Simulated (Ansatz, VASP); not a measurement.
# GaSb: VASP beside Ansatz, part 2 of 3

Aim: how closely do two programs agree when they are given the same cell, functional and k mesh? The structure shown is the end of the Ansatz relaxation below.

VASP 6.6.1 and Ansatz 0.2.0.

So far: Set-up; Ansatz: relaxation, r2SCAN.

## Step 3: VASP: single point, r2SCAN

Level of this step: r2SCAN; plane waves and PAW (Ga_d, Sb) (VASP).

The same cell, functional, mesh and smearing now go to VASP, with its own data sets.

Lines of VASP's logs that name or quote its potential files are left out, and so is its time.

File INCAR:

```
SYSTEM = GaSb
PREC = Accurate
ENCUT = 550
EDIFF = 1E-06
NELM = 120
ISMEAR = 0
SIGMA = 0.02
LREAL = .FALSE.
ALGO = Normal
METAGGA = R2SCAN
LASPH = .TRUE.
NBANDS = 15
LORBIT = 11
LWAVE = .FALSE.
LCHARG = .FALSE.
ISIF = 2
ISYM = 2
GGA_COMPAT = .FALSE.
EFERMI = MIDGAP
LMIXTAU = .TRUE.
KPAR = 2
```

File POSCAR:

```
GaSb
1.0
    0.0000000000      3.0363205201      3.0927551297
    3.0363205201      0.0000000000      3.0927551297
    3.0363205201      3.0363205201      0.0000000000
Ga Sb
1 1
Direct
    0.0000089016      0.0000089016      0.0000058462
    0.7499910984      0.7499910984      0.7499941538
```

File KPOINTS:

```
Points of the shifted mesh
1728
Reciprocal
 0.0416666667  0.0416666667  0.0416666667 1
 0.0416666667  0.0416666667  0.1250000000 1
 0.0416666667  0.0416666667  0.2083333333 1
 0.0416666667  0.0416666667  0.2916666667 1
 0.0416666667  0.0416666667  0.3750000000 1
 0.0416666667  0.0416666667  0.4583333333 1
 0.0416666667  0.0416666667  0.5416666667 1
 0.0416666667  0.0416666667  0.6250000000 1
 0.0416666667  0.0416666667  0.7083333333 1
 0.0416666667  0.0416666667  0.7916666667 1
 0.0416666667  0.0416666667  0.8750000000 1
 0.0416666667  0.0416666667  0.9583333333 1
 0.0416666667  0.1250000000  0.0416666667 1
 0.0416666667  0.1250000000  0.1250000000 1
 0.0416666667  0.1250000000  0.2083333333 1
 0.0416666667  0.1250000000  0.2916666667 1
 0.0416666667  0.1250000000  0.3750000000 1
 0.0416666667  0.1250000000  0.4583333333 1
 0.0416666667  0.1250000000  0.5416666667 1
 0.0416666667  0.1250000000  0.6250000000 1
 0.0416666667  0.1250000000  0.7083333333 1
 0.0416666667  0.1250000000  0.7916666667 1
 0.0416666667  0.1250000000  0.8750000000 1
 0.0416666667  0.1250000000  0.9583333333 1
 0.0416666667  0.2083333333  0.0416666667 1
 0.0416666667  0.2083333333  0.1250000000 1
 0.0416666667  0.2083333333  0.2083333333 1
 0.0416666667  0.2083333333  0.2916666667 1
 0.0416666667  0.2083333333  0.3750000000 1
 0.0416666667  0.2083333333  0.4583333333 1
 0.0416666667  0.2083333333  0.5416666667 1
 0.0416666667  0.2083333333  0.6250000000 1
 0.0416666667  0.2083333333  0.7083333333 1
 0.0416666667  0.2083333333  0.7916666667 1
 0.0416666667  0.2083333333  0.8750000000 1
 0.0416666667  0.2083333333  0.9583333333 1
 0.0416666667  0.2916666667  0.0416666667 1
 0.0416666667  0.2916666667  0.1250000000 1
 0.0416666667  0.2916666667  0.2083333333 1
 0.0416666667  0.2916666667  0.2916666667 1
 0.0416666667  0.2916666667  0.3750000000 1
 0.0416666667  0.2916666667  0.4583333333 1
 0.0416666667  0.2916666667  0.5416666667 1
 0.0416666667  0.2916666667  0.6250000000 1
 0.0416666667  0.2916666667  0.7083333333 1
 0.0416666667  0.2916666667  0.7916666667 1
 0.0416666667  0.2916666667  0.8750000000 1
 0.0416666667  0.2916666667  0.9583333333 1
 0.0416666667  0.3750000000  0.0416666667 1
 0.0416666667  0.3750000000  0.1250000000 1
 0.0416666667  0.3750000000  0.2083333333 1
 0.0416666667  0.3750000000  0.2916666667 1
 0.0416666667  0.3750000000  0.3750000000 1
 0.0416666667  0.3750000000  0.4583333333 1
 0.0416666667  0.3750000000  0.5416666667 1
 0.0416666667  0.3750000000  0.6250000000 1
 0.0416666667  0.3750000000  0.7083333333 1
 0.0416666667  0.3750000000  0.7916666667 1
 0.0416666667  0.3750000000  0.8750000000 1
 0.0416666667  0.3750000000  0.9583333333 1
 0.0416666667  0.4583333333  0.0416666667 1
 0.0416666667  0.4583333333  0.1250000000 1
 0.0416666667  0.4583333333  0.2083333333 1
 0.0416666667  0.4583333333  0.2916666667 1
 0.0416666667  0.4583333333  0.3750000000 1
 0.0416666667  0.4583333333  0.4583333333 1
 0.0416666667  0.4583333333  0.5416666667 1
 0.0416666667  0.4583333333  0.6250000000 1
 0.0416666667  0.4583333333  0.7083333333 1
 0.0416666667  0.4583333333  0.7916666667 1
 0.0416666667  0.4583333333  0.8750000000 1
 0.0416666667  0.4583333333  0.9583333333 1
 0.0416666667  0.5416666667  0.0416666667 1
 0.0416666667  0.5416666667  0.1250000000 1
 0.0416666667  0.5416666667  0.2083333333 1
 0.0416666667  0.5416666667  0.2916666667 1
 0.0416666667  0.5416666667  0.3750000000 1
 0.0416666667  0.5416666667  0.4583333333 1
 0.0416666667  0.5416666667  0.5416666667 1
 0.0416666667  0.5416666667  0.6250000000 1
 0.0416666667  0.5416666667  0.7083333333 1
 0.0416666667  0.5416666667  0.7916666667 1
 0.0416666667  0.5416666667  0.8750000000 1
 0.0416666667  0.5416666667  0.9583333333 1
 0.0416666667  0.6250000000  0.0416666667 1
 0.0416666667  0.6250000000  0.1250000000 1
 0.0416666667  0.6250000000  0.2083333333 1
 0.0416666667  0.6250000000  0.2916666667 1
 0.0416666667  0.6250000000  0.3750000000 1
 0.0416666667  0.6250000000  0.4583333333 1
 0.0416666667  0.6250000000  0.5416666667 1
 0.0416666667  0.6250000000  0.6250000000 1
 0.0416666667  0.6250000000  0.7083333333 1
 0.0416666667  0.6250000000  0.7916666667 1
 0.0416666667  0.6250000000  0.8750000000 1
 0.0416666667  0.6250000000  0.9583333333 1
 0.0416666667  0.7083333333  0.0416666667 1
 0.0416666667  0.7083333333  0.1250000000 1
 0.0416666667  0.7083333333  0.2083333333 1
 0.0416666667  0.7083333333  0.2916666667 1
 0.0416666667  0.7083333333  0.3750000000 1
 0.0416666667  0.7083333333  0.4583333333 1
 0.0416666667  0.7083333333  0.5416666667 1
 0.0416666667  0.7083333333  0.6250000000 1
 0.0416666667  0.7083333333  0.7083333333 1
 0.0416666667  0.7083333333  0.7916666667 1
 0.0416666667  0.7083333333  0.8750000000 1
 0.0416666667  0.7083333333  0.9583333333 1
 0.0416666667  0.7916666667  0.0416666667 1
 0.0416666667  0.7916666667  0.1250000000 1
 0.0416666667  0.7916666667  0.2083333333 1
 0.0416666667  0.7916666667  0.2916666667 1
[... 1390 lines left out ...]
 0.8750000000  0.4583333333  0.1250000000 1
 0.8750000000  0.4583333333  0.2083333333 1
 0.8750000000  0.4583333333  0.2916666667 1
 0.8750000000  0.4583333333  0.3750000000 1
 0.8750000000  0.4583333333  0.4583333333 1
 0.8750000000  0.4583333333  0.5416666667 1
 0.8750000000  0.4583333333  0.6250000000 1
 0.8750000000  0.4583333333  0.7083333333 1
 0.8750000000  0.4583333333  0.7916666667 1
 0.8750000000  0.4583333333  0.8750000000 1
 0.8750000000  0.4583333333  0.9583333333 1
 0.8750000000  0.5416666667  0.0416666667 1
 0.8750000000  0.5416666667  0.1250000000 1
 0.8750000000  0.5416666667  0.2083333333 1
 0.8750000000  0.5416666667  0.2916666667 1
 0.8750000000  0.5416666667  0.3750000000 1
 0.8750000000  0.5416666667  0.4583333333 1
 0.8750000000  0.5416666667  0.5416666667 1
 0.8750000000  0.5416666667  0.6250000000 1
 0.8750000000  0.5416666667  0.7083333333 1
 0.8750000000  0.5416666667  0.7916666667 1
 0.8750000000  0.5416666667  0.8750000000 1
 0.8750000000  0.5416666667  0.9583333333 1
 0.8750000000  0.6250000000  0.0416666667 1
 0.8750000000  0.6250000000  0.1250000000 1
 0.8750000000  0.6250000000  0.2083333333 1
 0.8750000000  0.6250000000  0.2916666667 1
 0.8750000000  0.6250000000  0.3750000000 1
 0.8750000000  0.6250000000  0.4583333333 1
 0.8750000000  0.6250000000  0.5416666667 1
 0.8750000000  0.6250000000  0.6250000000 1
 0.8750000000  0.6250000000  0.7083333333 1
 0.8750000000  0.6250000000  0.7916666667 1
 0.8750000000  0.6250000000  0.8750000000 1
 0.8750000000  0.6250000000  0.9583333333 1
 0.8750000000  0.7083333333  0.0416666667 1
 0.8750000000  0.7083333333  0.1250000000 1
 0.8750000000  0.7083333333  0.2083333333 1
 0.8750000000  0.7083333333  0.2916666667 1
 0.8750000000  0.7083333333  0.3750000000 1
 0.8750000000  0.7083333333  0.4583333333 1
 0.8750000000  0.7083333333  0.5416666667 1
 0.8750000000  0.7083333333  0.6250000000 1
 0.8750000000  0.7083333333  0.7083333333 1
 0.8750000000  0.7083333333  0.7916666667 1
 0.8750000000  0.7083333333  0.8750000000 1
 0.8750000000  0.7083333333  0.9583333333 1
 0.8750000000  0.7916666667  0.0416666667 1
 0.8750000000  0.7916666667  0.1250000000 1
 0.8750000000  0.7916666667  0.2083333333 1
 0.8750000000  0.7916666667  0.2916666667 1
 0.8750000000  0.7916666667  0.3750000000 1
 0.8750000000  0.7916666667  0.4583333333 1
 0.8750000000  0.7916666667  0.5416666667 1
 0.8750000000  0.7916666667  0.6250000000 1
 0.8750000000  0.7916666667  0.7083333333 1
 0.8750000000  0.7916666667  0.7916666667 1
 0.8750000000  0.7916666667  0.8750000000 1
 0.8750000000  0.7916666667  0.9583333333 1
 0.8750000000  0.8750000000  0.0416666667 1
 0.8750000000  0.8750000000  0.1250000000 1
 0.8750000000  0.8750000000  0.2083333333 1
 0.8750000000  0.8750000000  0.2916666667 1
 0.8750000000  0.8750000000  0.3750000000 1
 0.8750000000  0.8750000000  0.4583333333 1
 0.8750000000  0.8750000000  0.5416666667 1
 0.8750000000  0.8750000000  0.6250000000 1
 0.8750000000  0.8750000000  0.7083333333 1
 0.8750000000  0.8750000000  0.7916666667 1
 0.8750000000  0.8750000000  0.8750000000 1
 0.8750000000  0.8750000000  0.9583333333 1
 0.8750000000  0.9583333333  0.0416666667 1
 0.8750000000  0.9583333333  0.1250000000 1
 0.8750000000  0.9583333333  0.2083333333 1
 0.8750000000  0.9583333333  0.2916666667 1
 0.8750000000  0.9583333333  0.3750000000 1
 0.8750000000  0.9583333333  0.4583333333 1
 0.8750000000  0.9583333333  0.5416666667 1
 0.8750000000  0.9583333333  0.6250000000 1
 0.8750000000  0.9583333333  0.7083333333 1
 0.8750000000  0.9583333333  0.7916666667 1
 0.8750000000  0.9583333333  0.8750000000 1
 0.8750000000  0.9583333333  0.9583333333 1
 0.9583333333  0.0416666667  0.0416666667 1
 0.9583333333  0.0416666667  0.1250000000 1
 0.9583333333  0.0416666667  0.2083333333 1
 0.9583333333  0.0416666667  0.2916666667 1
 0.9583333333  0.0416666667  0.3750000000 1
 0.9583333333  0.0416666667  0.4583333333 1
 0.9583333333  0.0416666667  0.5416666667 1
 0.9583333333  0.0416666667  0.6250000000 1
 0.9583333333  0.0416666667  0.7083333333 1
 0.9583333333  0.0416666667  0.7916666667 1
 0.9583333333  0.0416666667  0.8750000000 1
 0.9583333333  0.0416666667  0.9583333333 1
 0.9583333333  0.1250000000  0.0416666667 1
 0.9583333333  0.1250000000  0.1250000000 1
 0.9583333333  0.1250000000  0.2083333333 1
 0.9583333333  0.1250000000  0.2916666667 1
 0.9583333333  0.1250000000  0.3750000000 1
 0.9583333333  0.1250000000  0.4583333333 1
 0.9583333333  0.1250000000  0.5416666667 1
 0.9583333333  0.1250000000  0.6250000000 1
 0.9583333333  0.1250000000  0.7083333333 1
 0.9583333333  0.1250000000  0.7916666667 1
 0.9583333333  0.1250000000  0.8750000000 1
 0.9583333333  0.1250000000  0.9583333333 1
 0.9583333333  0.2083333333  0.0416666667 1
 0.9583333333  0.2083333333  0.1250000000 1
 0.9583333333  0.2083333333  0.2083333333 1
 0.9583333333  0.2083333333  0.2916666667 1
 0.9583333333  0.2083333333  0.3750000000 1
 0.9583333333  0.2083333333  0.4583333333 1
 0.9583333333  0.2083333333  0.5416666667 1
 0.9583333333  0.2083333333  0.6250000000 1
 0.9583333333  0.2083333333  0.7083333333 1
 0.9583333333  0.2083333333  0.7916666667 1
 0.9583333333  0.2083333333  0.8750000000 1
 0.9583333333  0.2083333333  0.9583333333 1
 0.9583333333  0.2916666667  0.0416666667 1
 0.9583333333  0.2916666667  0.1250000000 1
 0.9583333333  0.2916666667  0.2083333333 1
 0.9583333333  0.2916666667  0.2916666667 1
 0.9583333333  0.2916666667  0.3750000000 1
 0.9583333333  0.2916666667  0.4583333333 1
 0.9583333333  0.2916666667  0.5416666667 1
 0.9583333333  0.2916666667  0.6250000000 1
 0.9583333333  0.2916666667  0.7083333333 1
 0.9583333333  0.2916666667  0.7916666667 1
 0.9583333333  0.2916666667  0.8750000000 1
 0.9583333333  0.2916666667  0.9583333333 1
 0.9583333333  0.3750000000  0.0416666667 1
 0.9583333333  0.3750000000  0.1250000000 1
 0.9583333333  0.3750000000  0.2083333333 1
 0.9583333333  0.3750000000  0.2916666667 1
 0.9583333333  0.3750000000  0.3750000000 1
 0.9583333333  0.3750000000  0.4583333333 1
 0.9583333333  0.3750000000  0.5416666667 1
 0.9583333333  0.3750000000  0.6250000000 1
 0.9583333333  0.3750000000  0.7083333333 1
 0.9583333333  0.3750000000  0.7916666667 1
 0.9583333333  0.3750000000  0.8750000000 1
 0.9583333333  0.3750000000  0.9583333333 1
 0.9583333333  0.4583333333  0.0416666667 1
 0.9583333333  0.4583333333  0.1250000000 1
 0.9583333333  0.4583333333  0.2083333333 1
 0.9583333333  0.4583333333  0.2916666667 1
 0.9583333333  0.4583333333  0.3750000000 1
 0.9583333333  0.4583333333  0.4583333333 1
 0.9583333333  0.4583333333  0.5416666667 1
 0.9583333333  0.4583333333  0.6250000000 1
 0.9583333333  0.4583333333  0.7083333333 1
 0.9583333333  0.4583333333  0.7916666667 1
 0.9583333333  0.4583333333  0.8750000000 1
 0.9583333333  0.4583333333  0.9583333333 1
 0.9583333333  0.5416666667  0.0416666667 1
 0.9583333333  0.5416666667  0.1250000000 1
 0.9583333333  0.5416666667  0.2083333333 1
 0.9583333333  0.5416666667  0.2916666667 1
 0.9583333333  0.5416666667  0.3750000000 1
 0.9583333333  0.5416666667  0.4583333333 1
 0.9583333333  0.5416666667  0.5416666667 1
 0.9583333333  0.5416666667  0.6250000000 1
 0.9583333333  0.5416666667  0.7083333333 1
 0.9583333333  0.5416666667  0.7916666667 1
 0.9583333333  0.5416666667  0.8750000000 1
 0.9583333333  0.5416666667  0.9583333333 1
 0.9583333333  0.6250000000  0.0416666667 1
 0.9583333333  0.6250000000  0.1250000000 1
 0.9583333333  0.6250000000  0.2083333333 1
 0.9583333333  0.6250000000  0.2916666667 1
 0.9583333333  0.6250000000  0.3750000000 1
 0.9583333333  0.6250000000  0.4583333333 1
 0.9583333333  0.6250000000  0.5416666667 1
 0.9583333333  0.6250000000  0.6250000000 1
 0.9583333333  0.6250000000  0.7083333333 1
 0.9583333333  0.6250000000  0.7916666667 1
 0.9583333333  0.6250000000  0.8750000000 1
 0.9583333333  0.6250000000  0.9583333333 1
 0.9583333333  0.7083333333  0.0416666667 1
 0.9583333333  0.7083333333  0.1250000000 1
 0.9583333333  0.7083333333  0.2083333333 1
 0.9583333333  0.7083333333  0.2916666667 1
 0.9583333333  0.7083333333  0.3750000000 1
 0.9583333333  0.7083333333  0.4583333333 1
 0.9583333333  0.7083333333  0.5416666667 1
 0.9583333333  0.7083333333  0.6250000000 1
 0.9583333333  0.7083333333  0.7083333333 1
 0.9583333333  0.7083333333  0.7916666667 1
 0.9583333333  0.7083333333  0.8750000000 1
 0.9583333333  0.7083333333  0.9583333333 1
 0.9583333333  0.7916666667  0.0416666667 1
 0.9583333333  0.7916666667  0.1250000000 1
 0.9583333333  0.7916666667  0.2083333333 1
 0.9583333333  0.7916666667  0.2916666667 1
 0.9583333333  0.7916666667  0.3750000000 1
 0.9583333333  0.7916666667  0.4583333333 1
 0.9583333333  0.7916666667  0.5416666667 1
 0.9583333333  0.7916666667  0.6250000000 1
 0.9583333333  0.7916666667  0.7083333333 1
 0.9583333333  0.7916666667  0.7916666667 1
 0.9583333333  0.7916666667  0.8750000000 1
 0.9583333333  0.7916666667  0.9583333333 1
 0.9583333333  0.8750000000  0.0416666667 1
 0.9583333333  0.8750000000  0.1250000000 1
 0.9583333333  0.8750000000  0.2083333333 1
 0.9583333333  0.8750000000  0.2916666667 1
 0.9583333333  0.8750000000  0.3750000000 1
 0.9583333333  0.8750000000  0.4583333333 1
 0.9583333333  0.8750000000  0.5416666667 1
 0.9583333333  0.8750000000  0.6250000000 1
 0.9583333333  0.8750000000  0.7083333333 1
 0.9583333333  0.8750000000  0.7916666667 1
 0.9583333333  0.8750000000  0.8750000000 1
 0.9583333333  0.8750000000  0.9583333333 1
 0.9583333333  0.9583333333  0.0416666667 1
 0.9583333333  0.9583333333  0.1250000000 1
 0.9583333333  0.9583333333  0.2083333333 1
 0.9583333333  0.9583333333  0.2916666667 1
 0.9583333333  0.9583333333  0.3750000000 1
 0.9583333333  0.9583333333  0.4583333333 1
 0.9583333333  0.9583333333  0.5416666667 1
 0.9583333333  0.9583333333  0.6250000000 1
 0.9583333333  0.9583333333  0.7083333333 1
 0.9583333333  0.9583333333  0.7916666667 1
 0.9583333333  0.9583333333  0.8750000000 1
 0.9583333333  0.9583333333  0.9583333333 1
```

PAW data sets: Ga_d and Sb (PBE family, release 64).

The run is started by

```
$ mpirun -np 2 vasp_std
```

Output:

```text
[banner, memory and clock lines left out]
running    2 mpi-ranks, on    1 nodes
 distrk:  each k-point on    1 cores,    2 groups
 distr:  one band on    1 cores,    1 groups

 POSCAR found type information on POSCAR GaSb
 POSCAR found :  2 types and       2 ions
|                                                                             |
|               ----> ADVICE to this user running VASP <----                  |
|                                                                             |
|     You enforced a specific xc type in the INCAR file but a different       |
|     [... a line on the potential file left out ...]
|     I HOPE YOU KNOW WHAT YOU ARE DOING!                                     |
|                                                                             |

 LDA part: xc-table for (None), standard interpolation
 POSCAR, INCAR and KPOINTS ok, starting setup
 FFT: planning ... GRIDC
 FFT: planning ... GRID_SOFT
 FFT: planning ... GRID
 WAVECAR not read
 entering main loop
       N       E                     dE             d eps       ncg     rms          rms(c)
DAV:   1     0.542335469447E+02    0.54234E+02   -0.91906E+03 52351   0.157E+03
DAV:   2    -0.327286231967E+02   -0.86962E+02   -0.83855E+02 60597   0.326E+02
DAV:   3    -0.393132407087E+02   -0.65846E+01   -0.65608E+01 62081   0.716E+01
DAV:   4    -0.394291779214E+02   -0.11594E+00   -0.11592E+00 63567   0.107E+01
DAV:   5    -0.394318021643E+02   -0.26242E-02   -0.26242E-02 66645   0.142E+00    0.292E+00
DAV:   6    -0.375627066895E+02    0.18691E+01   -0.39308E-01 55515   0.101E+01    0.202E+00
DAV:   7    -0.376827807995E+02   -0.12007E+00   -0.36570E-01 56747   0.722E+00    0.622E-01
DAV:   8    -0.375839164049E+02    0.98864E-01   -0.23681E-01 52148   0.500E+00    0.186E-01
DAV:   9    -0.375984577312E+02   -0.14541E-01   -0.13308E-02 62991   0.998E-01    0.226E-01
DAV:  10    -0.375988687718E+02   -0.41104E-03   -0.36867E-03 55284   0.637E-01    0.485E-01
DAV:  11    -0.376028582102E+02   -0.39894E-02   -0.17723E-02 55025   0.111E+00    0.643E-02
DAV:  12    -0.376010316278E+02    0.18266E-02   -0.15763E-03 64944   0.340E-01    0.719E-02
DAV:  13    -0.376024078407E+02   -0.13762E-02   -0.41123E-04 58588   0.185E-01    0.606E-02
DAV:  14    -0.376030158484E+02   -0.60801E-03   -0.75832E-04 53877   0.197E-01    0.271E-02
DAV:  15    -0.376030219526E+02   -0.61043E-05   -0.46864E-05 71436   0.637E-02    0.721E-03
DAV:  16    -0.376030862588E+02   -0.64306E-04   -0.57132E-05 53198   0.601E-02    0.161E-03
DAV:  17    -0.376030861047E+02    0.15407E-06   -0.17121E-06 63606   0.173E-02
   1 F= -.37603086E+02 E0= -.37603086E+02  d E =-.140827-135
```

[end of part 2 of 3]

[Lines on the potential files, build, host, timing and source positions are cut from VASP's logs without a mark.]

[Logs are printed without paths, hosts, clocks, repeated set-up lines and the standing remarks that a program may print on its own settings, such as how far it seeks lower states.]

[Hosts, paths, dates, database ids (printed as entryN), source tags and the programs' standing remarks are cut or masked in the printed files.]
